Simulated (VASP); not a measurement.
# Cu7Si2Ni4Pt7 in VASP: further runs

The runs below take Cu7Si2Ni4Pt7 through single point, with PBE.

All numbers are computed with VASP 6.6.1; they aren't measurements. Logs are shortened: lines on timing, memory, paths and dates and some standing lists are left out, and cuts for length are marked.

## (1) The structure

The cell holds a amorphous, 20 atoms: a = 6.393 Å, b = 6.357 Å, c = 6.456 Å, α = 89.52°, β = 88.29°, γ = 89.63°.

The cell was built by a generator and needn't be a form met in nature.

## (2) Single point, PBE

Input file INCAR:

```
SYSTEM = Cu7Si2Ni4Pt7
PREC = Accurate
ENCUT = 520
EDIFF = 1E-6
ISMEAR = -1
SIGMA = 0.2128
LREAL = Auto
LASPH = .TRUE.
NELM = 100
ALGO = Normal
ISIF = 2
LWAVE = .FALSE.
LCHARG = .FALSE.
GGA = PE
ISYM = 0
NBANDS = 114
```

Input file KPOINTS:

```
Automatic mesh
0
Gamma
  1 1 1
  0.25 0.25 0.25
```

Input file POSCAR:

```
Cu7Si2Ni4Pt7
1.0
    6.3918180000      0.0201270000      0.0956380000
    0.0201270000      6.3566260000      0.0266190000
    0.0956380000      0.0266190000      6.4557280000
Cu Pt Ni Si
7 7 4 2
Direct
    0.6125789695      0.6117276762      0.6847955170
    0.6779232128      0.1346041728      0.4011065447
    0.8598629316      0.8999856821      0.6014933885
    0.1496298706      0.7573712393      0.2867007770
    0.1556817159      0.1360440661      0.4747866631
    0.7643374870      0.7347426774      0.3259240749
    0.1431698152      0.3977824231      0.0480607230
    0.9397661823      0.3421502969      0.7601282060
    0.9387765374      0.0857298983      0.1349541439
    0.4087917922      0.0614499462      0.1694249253
    0.3927237506      0.4525031123      0.3688568517
    0.2413982590      0.6227367665      0.7443426246
    0.6417203251      0.3938172562      0.0482769922
    0.4020509114      0.2478964521      0.7314282602
    0.1812457179      0.9642465198      0.8029441054
    0.4629187922      0.8551874048      0.4929314152
    0.6199965762     -0.0291756447      0.9034896442
    0.9034790316      0.7154983977     -0.0282144445
    0.4232041813      0.7022659094      0.0039983070
    0.9530774536      0.4007980044      0.3587435432
```

Potentials or basis: VASP PAW PBE potentials, release 64 (Cu, Pt, Ni, Si).

On the command line:

```sh
cat potpaw_PBE.64/Cu/POTCAR potpaw_PBE.64/Pt/POTCAR potpaw_PBE.64/Ni/POTCAR potpaw_PBE.64/Si/POTCAR > POTCAR
mpirun -np 1 vasp_std > vasp.out
```

OUTCAR:

```text
SYSTEM = Cu7Si2Ni4Pt7
   PREC = Accurate
   ENCUT = 520
   EDIFF = 1E-6
   ISMEAR = -1
   LREAL = Auto
   LASPH = .TRUE.
   NELM = 100
   ISIF = 2
   GGA = PE
   ISYM = 0

 ion  position               nearest neighbor table
   1  0.613  0.612  0.685-  16 2.21  12 2.39  19 2.43   3 2.47   6 2.60  14 2.69  17 2.70  11 2.72
                            13 2.73   8 2.75  18 2.75
   2  0.678  0.135  0.401-   3 2.30  16 2.32  10 2.36   9 2.38  20 2.46   6 2.64  11 2.72  13 2.81
                            14 2.82
   3  0.860  0.900  0.601-   6 2.18   2 2.30   1 2.47  17 2.49  15 2.50   5 2.53  16 2.67  18 2.68
                             8 3.05
   4  0.150  0.757  0.287-   6 2.47  19 2.52  16 2.52  11 2.54  18 2.62  20 2.63  10 2.64   9 2.67
                             5 2.71   7 2.77  12 3.14
   5  0.156  0.136  0.475-  20 2.25  15 2.38  14 2.43   3 2.53  10 2.56  11 2.60   8 2.62  16 2.65
                             9 2.65   4 2.71
   6  0.764  0.735  0.326-   3 2.18  16 2.31  18 2.43  20 2.45   4 2.47   1 2.60   2 2.64   9 2.77
                            13 2.95  11 2.99
   7  0.143  0.398  0.048-  20 2.31   8 2.33   9 2.43  12 2.49  18 2.58  19 2.65  11 2.68  14 2.76
                             4 2.77  10 2.84
   8  0.940  0.342  0.760-   7 2.33  20 2.61   5 2.62  12 2.63  13 2.64   1 2.75  18 2.75  15 2.86
                             9 2.91  14 3.01   3 3.05  17 3.24
   9  0.939  0.086  0.135-   2 2.38   7 2.43  20 2.48  18 2.60   5 2.65  17 2.67   4 2.67  15 2.72
[... 9 lines left out ...]
  14  0.402  0.248  0.731-  15 2.33   5 2.43  17 2.51  12 2.59  11 2.67   1 2.69  13 2.76   7 2.76
                             2 2.82  16 2.96   8 3.01  10 3.06
  15  0.181  0.964  0.803-  12 2.24  14 2.33   5 2.38   3 2.50  18 2.59  19 2.63   9 2.72  16 2.74
                             8 2.86  10 2.89  17 2.90
  16  0.463  0.855  0.493-   1 2.21   6 2.31   2 2.32  10 2.49   4 2.52  12 2.58   5 2.65   3 2.67
                            11 2.73  15 2.74  14 2.96  17 2.96
  17  0.620  0.971  0.903-  19 2.21  10 2.23  18 2.47   3 2.49  14 2.51   9 2.67   1 2.70  13 2.86
                            15 2.90  16 2.96   8 3.24
  18  0.903  0.715  0.972-   6 2.43  17 2.47   7 2.58  15 2.59   9 2.60   4 2.62  12 2.64   3 2.68
                            13 2.68   1 2.75   8 2.75  19 3.07
  19  0.423  0.702  0.004-  12 2.13  17 2.21  13 2.42   1 2.43   4 2.52  10 2.53  15 2.63   7 2.65
                            11 2.83  18 3.07
  20  0.953  0.401  0.359-   5 2.25   7 2.31   6 2.45   2 2.46   9 2.48   8 2.61   4 2.63  11 2.83
                            13 2.87

IMPORTANT INFORMATION: All symmetrisations will be switched off!
NOSYMM: (Re-)initialisation of all symmetry stuff for point group C_1.

----------------------------------------------------------------------------------------

                                     Primitive cell

  volume of cell :     262.2336

  direct lattice vectors                    reciprocal lattice vectors
[... 114 lines left out ...]
   ISMEAR =    -1;   SIGMA  =   0.21  broadening in eV -4-tet -1-fermi 0-gaus
   EFERMI_NEDOS =   21; number of points for ismear=-14 and -15
   IALGO  =     38    algorithm
   IMIX   =      4    mixing-type and parameters
     AMIX     =   0.40;   BMIX     =  1.00
     AMIX_MAG =   1.60;   BMIX_MAG =  1.00
  volume/ion in A,a.u.               =      13.11        88.48
  Fermi-wavevector in a.u.,A,eV,Ry     =   1.483168  2.802781 29.929911  2.199786
  Thomas-Fermi vector in A             =   2.596863
   LORBIT       =      0    0 simple, 1 ext, 2 COOP (PROOUT), +10 PAW based schemes
   GGA     = PE    functional components
   LHFCALC =     F    Hartree Fock is set to
   AEXX    =    0.0000 exact exchange contribution
   IVDW    =     0    specifies the selected vdW correction
   LEPSILON=     F    determine dielectric tensor
   LRPA    =     F    only Hartree local field effects (RPA)
 non-spin polarized calculation
  energy-cutoff  :      520.00
  volume of cell :      262.23
 maximum number of plane-waves:      7072
 NGX is ok and might be reduce to    48
   NGX = 23   NGY = 23   NGZ = 23

 number of electron     195.0000034 magnetization

 Free energy of the ion-electron system (eV)
  ---------------------------------------------------
  ext. energy  EPLUGINS =         0.00000000
  ---------------------------------------------------
  free energy    TOTEN  =      -100.77806679 eV

  energy without entropy =      -98.47758830  energy(sigma->0) =      -99.62782754

 E-fermi :   9.5795     XC(G=0): -12.8435

 val. band max:        9.4822995137   @ k =   0.2500   0.2500   0.2500
 cond. band min:       9.6584389299   @ k =   0.2500   0.2500   0.2500
 fundamental gap:      0.1761394161
 Fermi energy:         9.5795480990

 k-point     1 :       0.2500    0.2500    0.2500
  band No.  band energies     occupation
      1      -0.9688      2.00000
      2      -0.2183      2.00000
      3       1.6558      2.00000
      4       2.2526      2.00000
      5       2.4501      2.00000
      6       2.7994      2.00000
[... 101 lines left out ...]
    108      12.7152      0.00000
    109      13.0621      0.00000
 [bands above 109 left out]

------------------------ aborting loop because EDIFF is reached ----------------------------------------

  FORCE on cell =-STRESS in cart. coord.  units (eV):
  Direction    XX          YY          ZZ          XY          YZ          ZX
  --------------------------------------------------------------------------------------
  -------------------------------------------------------------------------------------
  Total       26.4575976     21.9763319     27.2344299      5.4343132      4.6356429      1.1277905
  in kB      161.6488592    134.2695218    166.3950974     33.2022029     28.3225410      6.8904989
  external PRESSURE =     154.1044928 kB  Pullay stress =       0.0000000 kB

 VOLUME and BASIS-vectors are now :
 -----------------------------------------------------------------------------
  energy-cutoff  :      520.00
  volume of cell :      262.23
      direct lattice vectors                 reciprocal lattice vectors
     6.391818000  0.020127000  0.095638000     0.156486198 -0.000485783 -0.002316252
     0.020127000  6.356626000  0.026619000    -0.000485783  0.157320386 -0.000641485
     0.095638000  0.026619000  6.455728000    -0.002316252 -0.000641485  0.154938157

 POSITION                                       TOTAL-FORCE (eV/Angst)
 -----------------------------------------------------------------------------------
      3.99330      3.91908      4.49572         2.795941     -1.441481      0.623001
      4.37423      0.87995      2.65785         0.084558      1.932011      1.808444
      5.57173      5.75419      3.98927         1.236827      0.348276      2.162588
      0.99907      4.82497      1.88533        -0.391747      0.043471      0.135508
      1.04323      0.88055      3.08360        -0.219576     -0.956567     -0.441547
      4.93147      4.69454      2.19674        -0.364003     -1.354978     -2.064889
[... 12 lines left out ...]
      2.71956      4.47267      0.08498         1.510525      0.369346      3.527192
      6.13427      2.57645      2.41777        -0.598465      1.413691      0.683112
 -----------------------------------------------------------------------------------
    total drift:                               -0.010252      0.007397      0.005996

  FREE ENERGIE OF THE ION-ELECTRON SYSTEM (eV)
  ---------------------------------------------------
  free  energy   TOTEN  =      -100.7780667868 eV

  energy  without entropy=      -98.4775882974  energy(sigma->0) =      -99.62782754
```

OSZICAR:

```text
N       E                     dE             d eps       ncg     rms          rms(c)
DAV:   1     0.221352826924E+04    0.22135E+04   -0.82689E+04   228   0.244E+03
DAV:   2     0.351547138615E+03   -0.18620E+04   -0.17789E+04   228   0.603E+02
DAV:   3    -0.530672074170E+02   -0.40461E+03   -0.36755E+03   236   0.261E+02
[... 17 lines left out ...]
DAV:  21    -0.100778098112E+03    0.73033E-05   -0.17408E-04   368   0.193E-01    0.638E-02
DAV:  22    -0.100778074701E+03    0.23411E-04   -0.72504E-05   344   0.171E-01    0.355E-02
DAV:  23    -0.100778068651E+03    0.60496E-05   -0.25342E-05   392   0.832E-02    0.192E-02
DAV:  24    -0.100778067167E+03    0.14850E-05   -0.81709E-06   256   0.318E-02    0.869E-03
DAV:  25    -0.100778066787E+03    0.37968E-06   -0.19201E-06   120   0.245E-02
   1 F= -.10077807E+03 E0= -.99627828E+02  d E =-.230048E+01
```

Run time: 1.8 min. Hardware: 1 thread of Intel Xeon Platinum 8488C (Sapphire Rapids), shared host; peak memory 0.33 GiB.

Results:

```
Free energy            : -100.7781 eV
Pressure               : 15.4 GPa
Largest force          : 4.863 eV/Å
Band gap on the k mesh : none (metal or under the smearing width)
```

Forces in eV/Å, atoms in the order of the input:
```
Cu   2.796 -1.441  0.623
Cu   0.085  1.932  1.808
Cu   1.237  0.348  2.163
Cu  -0.392  0.043  0.136
Cu  -0.220 -0.957 -0.442
Cu  -0.364 -1.355 -2.065
Cu   1.938  0.533  1.656
Pt  -1.884 -1.234 -2.946
Pt   0.816 -1.521 -1.261
Pt  -3.384 -0.497  0.263
Pt  -0.560  1.068  0.034
Pt  -3.130 -1.362 -3.463
Pt   0.747  1.137  0.195
Pt   2.064 -0.259  0.213
Ni  -1.360  1.387  1.395
Ni  -1.779  1.017  0.484
Ni   2.577 -0.315 -2.587
Ni  -0.099 -0.310 -0.418
Si   1.511  0.369  3.527
Si  -0.598  1.414  0.683
```

Stress tensor (GPa, compression positive):
```
16.16  3.32  0.69
 3.32 13.43  2.83
 0.69  2.83 16.64
```

Caveat: so large a pressure means that the cell lies far from this level's equilibrium, or that cutoff or potentials fall short.

## (3) Single point, PBE

Input file INCAR:

```
SYSTEM = Cu7Si2Ni4Pt7
PREC     = Accurate       ! precision mode
ENCUT    = 520            ! plane-wave cutoff, eV
EDIFF    = 1E-6           ! SCF threshold, eV
ISMEAR   = -1             ! smearing method
SIGMA    = 0.2128         ! smearing width, eV
LREAL    = Auto         
LASPH    = .TRUE.         ! aspherical terms in the spheres
NELM     = 100            ! most SCF steps
ALGO     = Normal         ! electronic algorithm
ISIF     = 2              ! what is computed and relaxed
LWAVE    = .FALSE.        ! write WAVECAR
LCHARG   = .FALSE.        ! write CHGCAR
GGA      = PE             ! functional
ISYM     = 0            
NBANDS   = 114            ! bands
```

KPOINTS is that of step 2.

Input file POSCAR:

```
Cu7Si2Ni4Pt7
1.0
    6.3918180000      0.0201270000      0.0956380000
    0.0201270000      6.3566260000      0.0266190000
    0.0956380000      0.0266190000      6.4557280000
Cu Pt Ni Si
7 7 4 2
Direct
    0.6370389859      0.6312666552      0.6994734255
    0.6773358124      0.1701497405      0.4234944133
    0.8542539146      0.9344815529      0.6248054286
    0.0725779952      0.7543498798      0.3031730498
    0.1650067265      0.1370803641      0.4594200909
    0.6985629459      0.7528034339      0.2962223567
    0.2227147535      0.4086217521      0.0717444886
    0.8687652238      0.3261094070      0.7225600777
    0.9539405384      0.0983488500      0.1450911635
    0.3554438461      0.0499317717      0.1109877813
    0.3873763023      0.4736444637      0.3986086717
    0.2581311999      0.6160734886      0.7267680094
    0.6550177715      0.4147955181      0.0709448986
    0.3581397099      0.2400370878      0.7452469632
    0.1558458284      0.9679385676      0.8216621983
    0.4262491077      0.8818051302      0.5235909284
    0.6100656026     -0.0008907412      0.8640564250
    0.9154831362      0.6955850359     -0.0664132309
    0.4117384955      0.6944495112      0.0932086361
    0.9498485768      0.4057530060      0.3532924006
```

Potentials or basis: VASP PAW PBE potentials, release 64 (Cu, Pt, Ni, Si).

On the command line:

```sh
cat potpaw_PBE.64/Cu/POTCAR potpaw_PBE.64/Pt/POTCAR potpaw_PBE.64/Ni/POTCAR potpaw_PBE.64/Si/POTCAR > POTCAR
mpirun -np 1 vasp_std > vasp.out
```

It took 1.8 min on 1 thread of Intel Xeon Platinum 8488C (Sapphire Rapids), shared host; peak memory 0.33 GiB.

Results (log left out):

```
Free energy            : -100.2550 eV
Pressure               : 17.7 GPa
Largest force          : 4.908 eV/Å
Band gap on the k mesh : none (metal or under the smearing width)
```

Forces on the atoms (eV/Å):
```
Cu   0.448 -0.096 -0.155
Cu  -2.015  0.032 -0.542
Cu   1.173 -1.317 -1.197
Cu   0.739 -0.445  0.442
Cu  -0.784 -0.762 -0.280
Cu   0.734  0.593 -0.042
Cu  -2.403  0.232 -0.905
Pt   1.785 -0.302  0.166
Pt  -2.056 -0.338 -1.913
Pt   1.474 -0.815  4.250
Pt   0.482 -0.243 -0.684
Pt  -3.284  1.640  3.257
Pt   0.504 -0.633  0.087
Pt   3.340  1.838 -0.895
Ni  -2.182 -2.064 -0.338
Ni   0.216  0.817 -0.590
Ni   2.289 -0.982 -0.008
Ni   0.085  0.189  0.733
Si   0.066  1.017 -1.330
Si  -0.611  1.638 -0.056
```

Stress tensor (GPa, compression positive):
```
18.76 -0.14 -1.96
-0.14 18.16  2.51
-1.96  2.51 16.26
```

Levels at points of the mesh, in eV from the Fermi level:
| k point | band 94 | band 95 | band 96 | band 97 | band 98 | band 99 | band 100 | band 101 |
| --- | --- | --- | --- | --- | --- | --- | --- | --- |
| (0.25, 0.25, 0.25) | -0.51 | -0.46 | -0.36 | -0.16 | 0.00 | 0.05 | 0.21 | 0.34 |

Caveat: so large a pressure means that the cell lies far from this level's equilibrium, or that cutoff or potentials fall short. Spin-orbit coupling is left out, which matters for the levels of Pt.
